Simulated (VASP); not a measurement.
Here is the system:

```
Zn
1.0
    1.32655    -2.29766     0.00000
    1.32655     2.29766     0.00000
    0.00000     0.00000     4.65219
Zn
2
Cartesian
  1.32655   0.76589   1.16305
  1.32655  -0.76589   3.48914
```

The numbers are results of PBE GGA with D3 dispersion (Becke-Johnson damping), VASP's PBE PAW potentials (set 64) (plane waves; VASP), not measurements. Run with 520 eV cut-off, 16×16×8 Γ-centred mesh, first-order Methfessel-Paxton smearing of 0.10 eV, potentials Zn.

Problem. The ions and cell shape at fixed volume are relaxed. What does this cell relax into?

Solution. 
```
Zn
1.0
    1.30784    -2.26524     0.00000
    1.30784     2.26524     0.00000
    0.00000     0.00000     4.78627
Zn
2
Direct
  0.33333   0.66667   0.25000
  0.66667   0.33333   0.75000
```
Space group P6_3/mmc (194), at a tolerance of 0.03 Å.

Problem. How much energy does the relaxation gain?

Solution. The energy (σ→0) changes by -5.2 meV/atom, in 5 ionic steps.

The compound is Zn in the hcp structure. This run relaxes it. Symmetry was kept, so distortions that lower it aren't found.
